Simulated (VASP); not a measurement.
# Cr2O3 (Eskolaite): zone-centre modes, functional by functional, part 2 of 4

Aim: the vibrations of Cr2O3 (Eskolaite) at the zone centre, at several levels of theory. The starting structure is a measured crystal structure from the Crystallography Open Database. These runs hold a net moment, 12.0 μB a cell; experiment finds antiferromagnetic order in this phase at low temperature (arxiv:2307.11956), so these aren't the modes of its ground state.

VASP 6.6.1.

**2. Modes with LDA+U (Cr d 3.7 eV) (continued)**

Level of this step: LDA, DFT+U (Cr d 3.7 eV), spin-polarised from a ferromagnetic start; plane waves and PAW (Cr_pv, O) (VASP).

From OUTCAR (step 2):

```text
ion  position               nearest neighbor table
   1  0.350  0.350  0.350-   9 1.96  10 1.96   8 1.96   7 2.01   5 2.01   6 2.01   2 2.68   3 2.91
                             3 2.91   3 2.91
   2  0.150  0.150  0.150-   8 1.96  10 1.96   9 1.96   7 2.01   5 2.01   6 2.01   1 2.68   4 2.91
                             4 2.91   4 2.91
   3  0.650  0.650  0.650-   6 1.96   7 1.96   5 1.96  10 2.01   9 2.01   8 2.01   4 2.68   1 2.91
                             1 2.91   1 2.91
   4  0.850  0.850  0.850-   5 1.96   7 1.96   6 1.96  10 2.01   9 2.01   8 2.01   3 2.68   2 2.91
                             2 2.91   2 2.91
   5  0.551  0.250  0.949-   4 1.96   3 1.96   1 2.01   2 2.01
   6  0.250  0.949  0.551-   3 1.96   4 1.96   1 2.01   2 2.01
   7  0.949  0.551  0.250-   3 1.96   4 1.96   1 2.01   2 2.01
   8  0.449  0.750  0.051-   2 1.96   1 1.96   3 2.01   4 2.01
   9  0.750  0.051  0.449-   1 1.96   2 1.96   3 2.01   4 2.01
  10  0.051  0.449  0.750-   1 1.96   2 1.96   3 2.01   4 2.01

  LATTYP: Found a trigonal (rhomboedric) cell.
 ALAT       =     5.3249350803
 COS(alpha) =     0.5631865972

 Subroutine GETGRP returns: Found 12 space group operations
 (whereof  6 operations were pure point group operations)

The static configuration has the point symmetry S_6 .
 The point group associated with its full space group is D_3d.

 Found     32 irreducible k-points:

   k-points           NKPTS =     32   k-points in BZ     NKDIM =     32   number of bands    NBANDS=     64

   dimension x,y,z NGX =    40 NGY =   40 NGZ =   40
   dimension x,y,z NGXF=    80 NGYF=   80 NGZF=   80

   ENCUT  =  520.0 eV  38.22 Ry    6.18 a.u.   9.90  9.90  9.90*2*pi/ulx,y,z

   NELECT =      84.0000    total number of electrons

 k-points in reciprocal lattice and weights: Automatic mesh
   0.00000000  0.00000000  0.00000000       0.005
   0.16666667  0.00000000  0.00000000       0.028
   0.33333333  0.00000000  0.00000000       0.028
   0.50000000  0.00000000  0.00000000       0.014
   0.16666667  0.16666667  0.00000000       0.028
   0.33333333  0.16666667  0.00000000       0.056
   0.50000000  0.16666667  0.00000000       0.056
  -0.33333333  0.16666667 -0.00000000       0.056
  -0.16666667  0.16666667  0.00000000       0.028
[...]
-0.33333333  0.50000000  0.33333333       0.028
   0.50000000  0.50000000  0.50000000       0.005

atom =   1  type =  1  l = 2

 onsite density matrix

spin component  1

  0.7388  0.2787 -0.0002  0.0643  0.0000
  0.2787  0.5355  0.0004 -0.0005  0.0639
 -0.0002  0.0004  0.9507  0.0003  0.0001
  0.0643 -0.0005  0.0003  0.5359 -0.2786
  0.0000  0.0639  0.0001 -0.2786  0.7387

spin component  2

  0.1082 -0.0744  0.0002 -0.0136  0.0002
 -0.0744  0.1537  0.0000 -0.0005 -0.0145
  0.0002  0.0000  0.0616  0.0000  0.0000
 -0.0136 -0.0005  0.0000  0.1543  0.0749
  0.0002 -0.0145  0.0000  0.0749  0.1086

 occupancies and eigenvectors

  o =  0.0518  v =  0.0000  0.0000  0.0000  0.0000  0.0000  0.4416  0.4153 -0.0076 -0.4288  0.6698      0.0000  0.0000  0.0000  0.0000  0.0000  0.0000  0.0000  0.0000  0.0000  0.0000
  o =  0.0520  v =  0.0000  0.0000  0.0000  0.0000  0.0000  0.6697  0.4288 -0.0137  0.4149 -0.4419      0.0000  0.0000  0.0000  0.0000  0.0000  0.0000  0.0000  0.0000  0.0000  0.0000
  o =  0.0616  v =  0.0000  0.0000  0.0000  0.0000  0.0000  0.0123  0.0093  0.9999  0.0024 -0.0010      0.0000  0.0000  0.0000  0.0000  0.0000  0.0000  0.0000  0.0000  0.0000  0.0000
  o =  0.2096  v =  0.0000  0.0000  0.0000  0.0000  0.0000 -0.5536  0.6758 -0.0003  0.4327  0.2230      0.0000  0.0000  0.0000  0.0000  0.0000  0.0000  0.0000  0.0000  0.0000  0.0000
  o =  0.2115  v =  0.0000  0.0000  0.0000  0.0000  0.0000  0.2234 -0.4323  0.0002  0.6759  0.5535      0.0000  0.0000  0.0000  0.0000  0.0000  0.0000  0.0000  0.0000  0.0000  0.0000
  o =  0.3333  v =  0.5112 -0.6216  0.0009 -0.5304 -0.2665  0.0000  0.0000  0.0000  0.0000  0.0000      0.0000  0.0000  0.0000  0.0000  0.0000  0.0000  0.0000  0.0000  0.0000  0.0000
  o =  0.3343  v = -0.2665  0.5303 -0.0001 -0.6211 -0.5118  0.0000  0.0000  0.0000  0.0000  0.0000      0.0000  0.0000  0.0000  0.0000  0.0000  0.0000  0.0000  0.0000  0.0000  0.0000
  o =  0.9406  v =  0.4593  0.4231 -0.0070 -0.3924  0.6753  0.0000  0.0000  0.0000  0.0000  0.0000      0.0000  0.0000  0.0000  0.0000  0.0000  0.0000  0.0000  0.0000  0.0000  0.0000
  o =  0.9406  v =  0.6757  0.3918 -0.0067  0.4230 -0.4593  0.0000  0.0000  0.0000  0.0000  0.0000      0.0000  0.0000  0.0000  0.0000  0.0000  0.0000  0.0000  0.0000  0.0000  0.0000
  o =  0.9507  v =  0.0073  0.0062  1.0000  0.0005  0.0019  0.0000  0.0000  0.0000  0.0000  0.0000      0.0000  0.0000  0.0000  0.0000  0.0000  0.0000  0.0000  0.0000  0.0000  0.0000

atom =   2  type =  1  l = 2

 onsite density matrix

spin component  1

  0.7383 -0.2785  0.0003  0.0642  0.0001
 -0.2785  0.5365  0.0005  0.0005  0.0639
  0.0003  0.0005  0.9508  0.0003 -0.0001
  0.0642  0.0005  0.0003  0.5357  0.2788
  0.0001  0.0639 -0.0001  0.2788  0.7382

spin component  2

  0.1092  0.0756 -0.0001 -0.0136 -0.0003
  0.0756  0.1556  0.0000  0.0005 -0.0145
 -0.0001  0.0000  0.0619  0.0000  0.0001
 -0.0136  0.0005  0.0000  0.1550 -0.0750
 -0.0003 -0.0145  0.0001 -0.0750  0.1091

 occupancies and eigenvectors

  o =  0.0521  v =  0.0000  0.0000  0.0000  0.0000  0.0000  0.7163 -0.5729  0.0142 -0.1665 -0.3616      0.0000  0.0000  0.0000  0.0000  0.0000  0.0000  0.0000  0.0000  0.0000  0.0000
  o =  0.0523  v =  0.0000  0.0000  0.0000  0.0000  0.0000  0.3615 -0.1668 -0.0081  0.5726  0.7166      0.0000  0.0000  0.0000  0.0000  0.0000  0.0000  0.0000  0.0000  0.0000  0.0000
  o =  0.0619  v =  0.0000  0.0000  0.0000  0.0000  0.0000  0.0072 -0.0070 -0.9999 -0.0073 -0.0107      0.0000  0.0000  0.0000  0.0000  0.0000  0.0000  0.0000  0.0000  0.0000  0.0000
  o =  0.2112  v =  0.0000  0.0000  0.0000  0.0000  0.0000  0.3668  0.3689  0.0002 -0.7128  0.4703      0.0000  0.0000  0.0000  0.0000  0.0000  0.0000  0.0000  0.0000  0.0000  0.0000
  o =  0.2132  v =  0.0000  0.0000  0.0000  0.0000  0.0000 -0.4707 -0.7126  0.0004 -0.3692  0.3665      0.0000  0.0000  0.0000  0.0000  0.0000  0.0000  0.0000  0.0000  0.0000  0.0000
  o =  0.3333  v =  0.3143  0.2803  0.0001 -0.7671  0.4840  0.0000  0.0000  0.0000  0.0000  0.0000      0.0000  0.0000  0.0000  0.0000  0.0000  0.0000  0.0000  0.0000  0.0000  0.0000
  o =  0.3345  v = -0.4844 -0.7667  0.0010 -0.2800  0.3148  0.0000  0.0000  0.0000  0.0000  0.0000      0.0000  0.0000  0.0000  0.0000  0.0000  0.0000  0.0000  0.0000  0.0000  0.0000
[...]
0.000000  0.000000  8.745479    -0.090785   -0.087008   -0.000000
      0.000000  0.000000 11.428240     0.090783   -0.087009   -0.000000
      0.749420 -1.575502  7.845335    -0.216524    0.046165    0.179318
     -1.739135  0.138734  7.845335     0.216528    0.046169    0.179323
      0.989715  1.436768  7.845335    -0.000001    0.421201   -0.358641
     -0.749420  1.575502  5.603811     0.216524   -0.046165   -0.179318
      1.739135 -0.138734  5.603811    -0.216528   -0.046169   -0.179323
     -0.989715 -1.436768  5.603811     0.000001   -0.421201    0.358641

   4 f  =   18.686872 THz   117.413083 2PiTHz  623.326971 cm-1    77.282660 meV
             X         Y         Z           dx          dy          dz
      0.000000  0.000000  4.703667    -0.087008    0.090785    0.000000
      0.000000  0.000000  2.020906    -0.087009   -0.090783   -0.000000
      0.000000  0.000000  8.745479     0.087008   -0.090785   -0.000000
      0.000000  0.000000 11.428240     0.087009    0.090783    0.000000
      0.749420 -1.575502  7.845335    -0.296191    0.216526    0.310594
     -1.739135  0.138734  7.845335    -0.296188   -0.216526   -0.310591
      0.989715  1.436768  7.845335     0.078845    0.000003   -0.000003
     -0.749420  1.575502  5.603811     0.296191   -0.216526   -0.310594
      1.739135 -0.138734  5.603811     0.296188    0.216526    0.310591
     -0.989715 -1.436768  5.603811    -0.078845   -0.000003    0.000003

   5 f  =   18.123234 THz   113.871634 2PiTHz  604.525998 cm-1    74.951638 meV
             X         Y         Z           dx          dy          dz
      0.000000  0.000000  4.703667     0.067710    0.152755   -0.000000
      0.000000  0.000000  2.020906    -0.067711    0.152755   -0.000000
      0.000000  0.000000  8.745479     0.067710    0.152755   -0.000000
      0.000000  0.000000 11.428240    -0.067711    0.152755   -0.000000
      0.749420 -1.575502  7.845335     0.243623   -0.042872   -0.132733
     -1.739135  0.138734  7.845335    -0.243622   -0.042871   -0.132732
      0.989715  1.436768  7.845335    -0.000000   -0.464838    0.265466
     -0.749420  1.575502  5.603811     0.243623   -0.042872   -0.132733
      1.739135 -0.138734  5.603811    -0.243622   -0.042871   -0.132732
     -0.989715 -1.436768  5.603811    -0.000000   -0.464838    0.265466

   6 f  =   18.123234 THz   113.871634 2PiTHz  604.525998 cm-1    74.951638 meV
             X         Y         Z           dx          dy          dz
      0.000000  0.000000  4.703667     0.152755   -0.067710   -0.000000
      0.000000  0.000000  2.020906     0.152755    0.067711    0.000000
      0.000000  0.000000  8.745479     0.152755   -0.067710   -0.000000
      0.000000  0.000000 11.428240     0.152755    0.067711    0.000000
      0.749420 -1.575502  7.845335    -0.324182    0.243622    0.229900
     -1.739135  0.138734  7.845335    -0.324183   -0.243623   -0.229900
      0.989715  1.436768  7.845335     0.097784   -0.000001    0.000001
     -0.749420  1.575502  5.603811    -0.324182    0.243622    0.229900
      1.739135 -0.138734  5.603811    -0.324183   -0.243623   -0.229900
     -0.989715 -1.436768  5.603811     0.097784   -0.000001    0.000001

   7 f  =   17.328089 THz   108.875596 2PiTHz  578.002843 cm-1    71.663187 meV
             X         Y         Z           dx          dy          dz
      0.000000  0.000000  4.703667    -0.000000    0.000000   -0.139562
      0.000000  0.000000  2.020906    -0.000000   -0.000000    0.139562
      0.000000  0.000000  8.745479     0.000000   -0.000000    0.139562
      0.000000  0.000000 11.428240     0.000000    0.000000   -0.139562
      0.749420 -1.575502  7.845335    -0.196011   -0.339501    0.000000
     -1.739135  0.138734  7.845335    -0.196011    0.339501   -0.000000
      0.989715  1.436768  7.845335     0.392023   -0.000000    0.000000
     -0.749420  1.575502  5.603811     0.196011    0.339501   -0.000000
      1.739135 -0.138734  5.603811     0.196011   -0.339501    0.000000
     -0.989715 -1.436768  5.603811    -0.392023   -0.000000    0.000000

   8 f  =   16.772297 THz   105.383447 2PiTHz  559.463591 cm-1    69.364614 meV
             X         Y         Z           dx          dy          dz
      0.000000  0.000000  4.703667     0.030063   -0.218023   -0.000000
      0.000000  0.000000  2.020906    -0.030063   -0.218023   -0.000000
      0.000000  0.000000  8.745479     0.030063   -0.218023   -0.000000
      0.000000  0.000000 11.428240    -0.030063   -0.218023   -0.000000
      0.749420 -1.575502  7.845335     0.221619    0.389909    0.011551
     -1.739135  0.138734  7.845335    -0.221618    0.389908    0.011551
      0.989715  1.436768  7.845335     0.000001    0.006054   -0.023103
     -0.749420  1.575502  5.603811     0.221619    0.389909    0.011551
      1.739135 -0.138734  5.603811    -0.221618    0.389908    0.011551
     -0.989715 -1.436768  5.603811     0.000001    0.006054   -0.023103

   9 f  =   16.772297 THz   105.383447 2PiTHz  559.463591 cm-1    69.364614 meV
             X         Y         Z           dx          dy          dz
      0.000000  0.000000  4.703667    -0.218023   -0.030063   -0.000000
      0.000000  0.000000  2.020906    -0.218023    0.030063    0.000000
      0.000000  0.000000  8.745479    -0.218023   -0.030063   -0.000000
      0.000000  0.000000 11.428240    -0.218023    0.030063    0.000000
      0.749420 -1.575502  7.845335     0.134005    0.221618   -0.020008
     -1.739135  0.138734  7.845335     0.134006   -0.221619    0.020008
      0.989715  1.436768  7.845335     0.517860   -0.000000    0.000000
     -0.749420  1.575502  5.603811     0.134005    0.221618   -0.020008
      1.739135 -0.138734  5.603811     0.134006   -0.221619    0.020008
     -0.989715 -1.436768  5.603811     0.517860   -0.000000    0.000000
    [... 270 further lines ...]
     -0.749420  1.575502  5.603811    -0.227664    0.028672    0.000002
      1.739135 -0.138734  5.603811    -0.227664    0.028672   -0.000002
     -0.989715 -1.436768  5.603811    -0.227664    0.028672   -0.000000

 ELASTIC MODULI CONTR FROM IONIC RELAXATION (kBar)
 Direction    XX          YY          ZZ          XY          YZ          ZX
 --------------------------------------------------------------------------------
 XX        -528.0017    329.9156    126.6740      0.0000    -73.6940      0.0000
 YY         329.9156   -528.0017    126.6740     -0.0000     73.6940     -0.0000
 ZZ         126.6740    126.6740   -555.9503     -0.0000      0.0000     -0.0000
 XY           0.0000     -0.0000     -0.0000   -428.9587      0.0000    -73.6948
 YZ         -73.6940     73.6940      0.0000      0.0000   -276.0905      0.0000
 ZX           0.0000     -0.0000     -0.0000    -73.6948      0.0000   -276.0954
 --------------------------------------------------------------------------------

 total charge
# of ion       s       p       d       tot
------------------------------------------
    1        0.305   6.369   4.055  10.729
    2        0.305   6.369   4.055  10.729
    3        0.305   6.369   4.055  10.729
    4        0.305   6.369   4.055  10.729
    5        1.544   3.507   0.000   5.051
    6        1.544   3.507   0.000   5.051
    7        1.544   3.507   0.000   5.051
    8        1.544   3.507   0.000   5.051
    9        1.544   3.507   0.000   5.051
   10        1.544   3.507   0.000   5.051
--------------------------------------------------
tot         10.481  46.518  16.221  73.221

 magnetization (x)
# of ion       s       p       d       tot
------------------------------------------
    1        0.027   0.028   2.905   2.959
    2        0.027   0.028   2.905   2.959
    3        0.027   0.028   2.905   2.959
    4        0.027   0.028   2.905   2.959
    5       -0.005  -0.038   0.000  -0.043
    6       -0.005  -0.038   0.000  -0.043
    7       -0.005  -0.038   0.000  -0.043
    8       -0.005  -0.038   0.000  -0.043
    9       -0.005  -0.038   0.000  -0.043
   10       -0.005  -0.038   0.000  -0.043
--------------------------------------------------
tot          0.077  -0.115  11.619  11.581

[... 6 further parts left out ...]
[key lines of the parts left out:]
E-fermi :   6.2751
```

The last energy, forces, stress and levels in OUTCAR belong to the last displaced cell, not to the cell of POSCAR.

LDA+U (Cr d 3.7 eV): the zone-centre modes are at the top A2g (3) 662.0, A1u (2) 630.5, Eg (5) 623.3, Eu (4) 604.5 cm⁻¹, at the bottom A1g (1) 340.8, Eg (1) 337.4, Eu (1) 307.1, A2g (1) 259.1 cm⁻¹, with 10 more of the listed ones between.

**3. Modes with LDA+U (Cr d 3.7 eV) at the measured cell**

The atoms were first relaxed in the fixed cell, in a run that isn't shown.

Contents of INCAR:

```
SYSTEM = Cr2O3
PREC = Accurate
ENCUT = 520
EDIFF = 1E-08
NELM = 100
ISMEAR = 0
SIGMA = 0.03
LREAL = .FALSE.
ALGO = Normal
GGA = CA
NBANDS = 64
ISPIN = 2
MAGMOM = 3 3 3 3 0 0 0 0 0 0
LDAU = .TRUE.
LDAUTYPE = 2
LDAUL = 2 -1
LDAUU = 3.7 0
LDAUJ = 0 0
LDAUPRINT = 1
LASPH = .TRUE.
LMAXMIX = 4
LORBIT = 11
LWAVE = .FALSE.
LCHARG = .FALSE.
KPAR = 16
IBRION = 6
NFREE = 2
POTIM = 0.015
NSW = 1
ISIF = 2
```

Contents of POSCAR:

```
Cr2O3
1.0
    2.4785000000      1.4309626422      4.5307666667
   -2.4785000000      1.4309626422      4.5307666667
    0.0000000000     -2.8619252844      4.5307666667
Cr O
4 6
Direct
    0.3491932028      0.3491932028      0.3491932028
    0.1508067972      0.1508067972      0.1508067972
    0.6508067972      0.6508067972      0.6508067972
    0.8491932028      0.8491932028      0.8491932028
    0.5516141265      0.2500000000      0.9483858735
    0.2500000000      0.9483858735      0.5516141265
    0.9483858735      0.5516141265      0.2500000000
    0.4483858735      0.7500000000      0.0516141265
    0.7500000000      0.0516141265      0.4483858735
    0.0516141265      0.4483858735      0.7500000000
```

Contents of KPOINTS:

```
Automatic mesh
0
Gamma
6 6 6
0 0 0
```

Potentials, in the order of the species: Cr_pv and O (LDA family, release 64).

Run with:

```console
$ mpirun -np 16 vasp_std
```

The log of the run:

```text
[banner, memory and clock lines left out]
running   16 mpi-ranks, on    1 nodes
[...]
[... a notice as in an earlier step ...]

 LDA part: xc-table for (Slater(with rela. corr.)+CA(PZ))
 , standard interpolation
 POSCAR, INCAR and KPOINTS ok, starting setup
[...]
entering main loop
       N       E                     dE             d eps       ncg     rms          rms(c)
DAV:   1     0.115789678714E+04    0.11579E+04   -0.44168E+04  8408   0.152E+03
DAV:   2     0.174711374278E+02   -0.11404E+04   -0.10467E+04  8384   0.482E+02
DAV:   3    -0.957023472444E+02   -0.11317E+03   -0.10916E+03  8896   0.164E+02
DAV:   4    -0.986274845110E+02   -0.29251E+01   -0.28939E+01  9232   0.269E+01
[...]
DAV:  15    -0.864724074556E+02   -0.26655E-06   -0.14717E-05  8936   0.218E-02    0.829E-03
DAV:  16    -0.864724075443E+02   -0.88727E-07   -0.37777E-07  9208   0.371E-03    0.326E-03
DAV:  17    -0.864724075350E+02    0.92532E-08   -0.68435E-08  8240   0.129E-03
   1 F= -.86472408E+02 E0= -.86472408E+02  d E =-.653145E-48  mag=    12.0000
[... from here on, the cycles between the ionic steps are left out ...]
   2 F= -.86469674E+02 E0= -.86469674E+02  d E =-.312776E-46  mag=    12.0000
   3 F= -.86469697E+02 E0= -.86469697E+02  d E =-.188827E-46  mag=    12.0000
   4 F= -.86469789E+02 E0= -.86469789E+02  d E =-.618116E-47  mag=    12.0000
   5 F= -.86469767E+02 E0= -.86469767E+02  d E =-.252720E-47  mag=    12.0000
   6 F= -.86470609E+02 E0= -.86470609E+02  d E =-.867933E-11  mag=    12.0000
   7 F= -.86470628E+02 E0= -.86470628E+02  d E =-.383219E-47  mag=    12.0000
   8 F= -.86470811E+02 E0= -.86470811E+02  d E =-.765786E-44  mag=    12.0000
   9 F= -.86470811E+02 E0= -.86470811E+02  d E =-.612945E-47  mag=    12.0000
 Finite differences progress:
  Degree of freedom:   4/  4
  Displacement:        2/  2
  Total:               8/  8
```

Run time: 8.9 min. Hardware: 16 MPI ranks of Intel Xeon 6975P-C (Granite Rapids), shared host; peak memory 25 GiB.

From OUTCAR (step 3):

```text
  Total        0.3806533      0.2713332     -1.4162888      0.0333117      0.0366603      0.0195190
  in kB        6.3255747      4.5089291    -23.5354358      0.5535640      0.6092100      0.3243597
  external PRESSURE =      -4.2336440 kB  Pullay stress =       0.0000000 kB

 POSITION                                       TOTAL-FORCE (eV/Angst)
 -----------------------------------------------------------------------------------
      0.00000      0.00000      4.74634         0.010699      0.013064     -0.037236
      0.00000      0.00000      2.04981        -0.007236     -0.018601     -0.038763
      0.00000      0.00000      8.84596         0.008949     -0.025389     -0.035202
      0.00000      0.00000     11.54249         0.028283      0.004872     -0.037731
      0.74755     -1.56713      7.91384        -0.064793      0.040836      0.212995
     -1.73095      0.13617      7.92884        -0.000835     -0.000970      0.007261
      0.98340      1.43096      7.92884        -0.001156      0.001336      0.007226
     -0.74755      1.56713      5.66346         0.018785     -0.011924     -0.027886
      1.73095     -0.13617      5.66346         0.000598     -0.005555     -0.025347
     -0.98340     -1.43096      5.66346         0.006707      0.002333     -0.025316
 -----------------------------------------------------------------------------------
    total drift:                               -0.000011     -0.000019     -0.000277

  FREE ENERGIE OF THE ION-ELECTRON SYSTEM (eV)
  ---------------------------------------------------
  free  energy   TOTEN  =       -86.4708107167 eV

  energy  without entropy=      -86.4708107167  energy(sigma->0) =      -86.47081072

 magnetization (x)
# of ion       s       p       d       tot
------------------------------------------
    1        0.026   0.027   2.905   2.959
    2        0.026   0.027   2.905   2.959
    3        0.026   0.027   2.905   2.959
    4        0.026   0.027   2.905   2.959
    5       -0.005  -0.037   0.000  -0.042
    6       -0.005  -0.037   0.000  -0.042
    7       -0.005  -0.037   0.000  -0.042
    8       -0.005  -0.037   0.000  -0.042
    9       -0.005  -0.037   0.000  -0.042
   10       -0.005  -0.037   0.000  -0.042
--------------------------------------------------
tot          0.076  -0.115  11.620  11.582

[... 1 part as in an earlier step ...]

[... 2 further parts left out ...]
[key lines of the parts left out:]
E-fermi :   6.2323
```

The last energy, forces and stress in OUTCAR belong to the last displaced cell, not to that of POSCAR.

With LDA+U (Cr d 3.7 eV) at the measured cell the modes are at the top A2g (3) 659.2, A1u (2) 629.8 cm⁻¹, at the bottom Eu (1) 305.7, A2g (1) 257.8 cm⁻¹, with 14 more of the listed ones between; the largest shift is -4.4 cm⁻¹, in Eg (5), from LDA+U (Cr d 3.7 eV).

(Continued in part 3 of 4.)

[Lines on the potential files, build, host, timing and source positions are cut from VASP's logs without a mark.]

[Logs are printed without paths, hosts, clocks, repeated set-up lines and the standing remarks that a program may print on its own settings, such as how far it seeks lower states.]

[Hosts, paths, dates, database ids (printed as entryN), source tags and the programs' standing remarks are cut or masked in the printed files.]
